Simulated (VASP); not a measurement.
Computed with r2SCAN+rVV10, VASP's PBE PAW potentials (set 64) (plane waves; VASP).

VASP ran on this input.

**INCAR**
```
SYSTEM = Tb
PREC = Accurate
ENCUT = 520
EDIFF = 1E-7
NELM = 100
ALGO = Normal
LREAL = .FALSE.
LASPH = .TRUE.
ISMEAR = 1
SIGMA = 0.1
METAGGA = R2SCAN
LUSE_VDW = .TRUE.
BPARAM = 11.95
CPARAM = 0.0093
LMIXTAU = .TRUE.
LMAXMIX = 6
LWAVE = .FALSE.
LCHARG = .FALSE.
ISIF = 4
IBRION = 2
NSW = 30
EDIFFG = -0.01
```

POSCAR:
```
Tb
1
    1.8258326940    -3.1624345191     0.0000000000
    1.8258326940     3.1624345191     0.0000000000
    0.0000000000     0.0000000000     5.5690054216
Tb
2
Direct
  0.3333330000   0.6666670000   0.2500000000
  0.6666670000   0.3333330000   0.7500000000
```

### KPOINTS
```
Automatic mesh
0
Gamma
12 12 7
0 0 0
```

POTCAR, in this order: Tb_3 (PBE.64 set). Program: vasp_std.

Output of the run:

File OUTCAR:
```
 ion  position               nearest neighbor table
   1  0.333  0.667  0.250-   2 3.49   2 3.49   2 3.49   2 3.49   2 3.49   2 3.49
   2  0.667  0.333  0.750-   1 3.49   1 3.49   1 3.49   1 3.49   1 3.49   1 3.49
  LATTYP: Found a hexagonal cell.
 ALAT       =     3.6516649783
 C/A-ratio  =     1.5250592414
 Subroutine PRICEL returns:
 Original cell was already a primitive cell.
 Subroutine GETGRP returns: Found 24 space group operations
The static configuration has the point symmetry D_3d.
 The point group associated with its full space group is D_6h.
The dynamic configuration has the point symmetry D_3d.
 Subroutine INISYM returns: Found 24 space group operations
 Subroutine IBZKPT returns following result:
 Found     76 irreducible k-points:

 Following reciprocal coordinates:
            Coordinates               Weight
  0.000000  0.000000  0.000000      1.000000
  0.083333 -0.000000  0.000000      6.000000
  0.166667  0.000000  0.000000      6.000000
  0.250000  0.000000  0.000000      6.000000
  0.333333  0.000000  0.000000      6.000000
  0.416667  0.000000  0.000000      6.000000
  0.500000  0.000000  0.000000      3.000000
...
```

File OSZICAR:
```
       N       E                     dE             d eps       ncg     rms          rms(c)
DAV:   1    -0.116463304562E+02   -0.11646E+02   -0.92341E+03  1976   0.128E+03
DAV:   2    -0.621743973843E+02   -0.50528E+02   -0.49550E+02  2091   0.266E+02
DAV:   3    -0.643417001798E+02   -0.21673E+01   -0.20283E+01  2699   0.319E+01
DAV:   4    -0.643948771517E+02   -0.53177E-01   -0.52533E-01  2455   0.494E+00
DAV:   5    -0.643963801416E+02   -0.15030E-02   -0.15025E-02  2940   0.671E-01    0.283E+01
DAV:   6    -0.622531995555E+02    0.21432E+01   -0.40023E-01  2071   0.697E+00    0.153E+01
DAV:   7    -0.607528184366E+02    0.15004E+01   -0.59075E-01  2340   0.769E+00    0.164E+00
DAV:   8    -0.620122470511E+02   -0.12594E+01   -0.56785E-01  2181   0.694E+00    0.371E+00
DAV:   9    -0.620307343390E+02   -0.18487E-01   -0.26438E-02  2256   0.155E+00    0.178E+00
DAV:  10    -0.619136852804E+02    0.11705E+00   -0.15155E-02  2051   0.153E+00    0.183E+00
DAV:  11    -0.619037411055E+02    0.99442E-02   -0.37233E-03  2256   0.790E-01    0.147E+00
DAV:  12    -0.619255756262E+02   -0.21835E-01   -0.72734E-02  1986   0.325E+00    0.809E-01
DAV:  13    -0.619235104602E+02    0.20652E-02   -0.91978E-04  2411   0.291E-01    0.942E-01
DAV:  14    -0.619314565146E+02   -0.79461E-02   -0.35927E-03  2006   0.577E-01    0.542E-01
DAV:  15    -0.619317187344E+02   -0.26222E-03   -0.76018E-05  2488   0.787E-02    0.530E-01
DAV:  16    -0.619312406989E+02    0.47804E-03   -0.79978E-04  2011   0.285E-01    0.338E-01
DAV:  17    -0.619326414794E+02   -0.14008E-02   -0.10281E-03  2011   0.355E-01    0.347E-01
DAV:  18    -0.619326500562E+02   -0.85768E-05   -0.23091E-05  2426   0.457E-02    0.354E-01
DAV:  19    -0.619326693486E+02   -0.19292E-04   -0.76797E-06  2126   0.291E-02    0.338E-01
DAV:  20    -0.619326705533E+02   -0.12046E-05   -0.83968E-05  2066   0.849E-02    0.302E-01
DAV:  21    -0.619325813401E+02    0.89213E-04   -0.51729E-05  2156   0.889E-02    0.165E-01
DAV:  22    -0.619326071669E+02   -0.25827E-04   -0.78325E-05  2016   0.111E-01    0.734E-02
DAV:  23    -0.619326116372E+02   -0.44703E-05   -0.68858E-06  2031   0.307E-02    0.440E-02
DAV:  24    -0.619325974179E+02    0.14219E-04   -0.10135E-05  2011   0.462E-02    0.276E-02
DAV:  25    -0.619326033429E+02   -0.59250E-05   -0.32914E-06  2026   0.205E-02    0.450E-02
DAV:  26    -0.619326009675E+02    0.23754E-05   -0.23927E-07  2226   0.611E-03    0.490E-02
DAV:  27    -0.619326011534E+02   -0.18592E-06   -0.74843E-09  1153   0.803E-04    0.486E-02
DAV:  28    -0.619326006682E+02    0.48523E-06   -0.20226E-07  1650   0.417E-03    0.447E-02
DAV:  29    -0.619326032927E+02   -0.26245E-05   -0.16497E-06  2101   0.117E-02    0.279E-02
DAV:  30    -0.619326048292E+02   -0.15365E-05   -0.12371E-06  2026   0.974E-03    0.139E-02
DAV:  31    -0.619326064692E+02   -0.16399E-05   -0.36136E-07  1970   0.548E-03    0.626E-03
DAV:  32    -0.619326071226E+02   -0.65345E-06   -0.13178E-07  1303   0.368E-03    0.263E-03
DAV:  33    -0.619326079723E+02   -0.84973E-06   -0.52952E-08  1063   0.277E-03    0.860E-04
DAV:  34    -0.619326072643E+02    0.70801E-06   -0.33419E-08  1063   0.209E-03    0.482E-04
DAV:  35    -0.619326076628E+02   -0.39848E-06   -0.61201E-09  1063   0.948E-04    0.466E-04
DAV:  36    -0.619326076317E+02    0.31130E-07   -0.26425E-09  1063   0.508E-04
   1 F= -.61932608E+02 E0= -.61931319E+02  d E =-.619326E+02
       N       E                     dE             d eps       ncg     rms          rms(c)
DAV:   1    -0.619349784713E+02   -0.23708E-02   -0.10501E-01  2006   0.245E+00    0.196E-01
DAV:   2    -0.619336646994E+02    0.13138E-02   -0.22677E-03  2316   0.395E-01    0.146E-01
DAV:   3    -0.619336362226E+02    0.28477E-04   -0.32979E-04  2236   0.191E-01    0.732E-02
DAV:   4    -0.619335562815E+02    0.79941E-04   -0.25613E-04  2415   0.129E-01    0.357E-02
DAV:   5    -0.619335801077E+02   -0.23826E-04   -0.83712E-05  2021   0.905E-02    0.253E-02
DAV:   6    -0.619335836484E+02   -0.35407E-05   -0.94547E-06  2410   0.311E-02    0.954E-03
DAV:   7    -0.619335833941E+02    0.25426E-06   -0.34198E-06  2296   0.176E-02    0.216E-03
DAV:   8    -0.619335831468E+02    0.24729E-06   -0.30694E-07  2141   0.566E-03    0.132E-03
DAV:   9    -0.619335833121E+02   -0.16533E-06   -0.96948E-08  1421   0.325E-03    0.613E-04
DAV:  10    -0.619335831964E+02    0.11570E-06   -0.27898E-08  1043   0.160E-03    0.249E-04
DAV:  11    -0.619335831914E+02    0.50306E-08   -0.17167E-09  1048   0.541E-04
   2 F= -.61933583E+02 E0= -.61932330E+02  d E =-.975560E-03
       N       E                     dE             d eps       ncg     rms          rms(c)
DAV:   1    -0.619370582505E+02   -0.34751E-02   -0.22282E-01  1986   0.357E+00    0.285E-01
DAV:   2    -0.619342390910E+02    0.28192E-02   -0.48405E-03  2326   0.576E-01    0.227E-01
DAV:   3    -0.619341931450E+02    0.45946E-04   -0.66998E-04  2231   0.269E-01    0.120E-01
DAV:   4    -0.619340071469E+02    0.18600E-03   -0.56031E-04  2436   0.191E-01    0.550E-02
DAV:   5    -0.619340614299E+02   -0.54283E-04   -0.18355E-04  2001   0.134E-01    0.399E-02
DAV:   6    -0.619340678671E+02   -0.64372E-05   -0.21370E-05  2423   0.458E-02    0.162E-02
DAV:   7    -0.619340670594E+02    0.80776E-06   -0.74442E-06  2301   0.257E-02    0.250E-03
DAV:   8    -0.619340667326E+02    0.32681E-06   -0.56124E-07  2151   0.744E-03    0.223E-03
DAV:   9    -0.619340669492E+02   -0.21661E-06   -0.21292E-07  2066   0.467E-03    0.113E-03
DAV:  10    -0.619340667696E+02    0.17953E-06   -0.76421E-08  1153   0.297E-03    0.300E-04
DAV:  11    -0.619340667750E+02   -0.53369E-08   -0.26344E-09  1048   0.669E-04
   3 F= -.61934067E+02 E0= -.61932990E+02  d E =-.145914E-02
```

OUTCAR:
```
------------------------ aborting loop because EDIFF is reached ----------------------------------------
  FORCE on cell =-STRESS in cart. coord.  units (eV):
  Direction    XX          YY          ZZ          XY          YZ          ZX
  --------------------------------------------------------------------------------------
  Total        0.0550155      0.0550155      0.0467306      0.0000000      0.0000000      0.0000000
  in kB        1.3705836      1.3705832      1.1641833      0.0000000      0.0000000      0.0000000
  external PRESSURE =       1.3017834 kB  Pullay stress =       0.0000000 kB
  volume of cell :       64.31
      direct lattice vectors                 reciprocal lattice vectors
     1.815814944 -3.145083271 -0.000000000     0.275358456 -0.158978303  0.000000000
     1.815814944  3.145083271 -0.000000000     0.275358456  0.158978303  0.000000000
    -0.000000000 -0.000000000  5.630622705     0.000000000 -0.000000000  0.177600250
 POSITION                                       TOTAL-FORCE (eV/Angst)
 -----------------------------------------------------------------------------------
      1.81581      1.04836      1.40766        -0.000000     -0.000000      0.000000
      1.81581     -1.04836      4.22297         0.000000      0.000000     -0.000000
 -----------------------------------------------------------------------------------
    total drift:                                0.000000      0.000112     -0.000010
  FREE ENERGIE OF THE ION-ELECTRON SYSTEM (eV)
  ---------------------------------------------------
  free  energy   TOTEN  =       -61.9340667750 eV

  energy  without entropy=      -61.9308375052  energy(sigma->0) =      -61.93299035

 reached required accuracy - stopping structural energy minimisation
```
(Selected blocks of OUTCAR.)

CONTCAR:
```
Tb
   1.00000000000000
     1.8158149444109823   -3.1450832713361896   -0.0000000000000000
     1.8158149444109823    3.1450832713361896   -0.0000000000000000
    -0.0000000000000000   -0.0000000000000000    5.6306227054527582
  Tb
     2
Direct
     0.3333330000000032    0.6666669999999968    0.2500000000000000
     0.6666669999999968    0.3333330000000032    0.7500000000000000
```

The 4f electrons are frozen in the core of the lanthanide potential, so 4f levels, which can set the real gap, and their magnetism are missing.

The compound is Tb in the hcp structure. This run relaxes it. Symmetry was kept, so distortions that lower it aren't found.
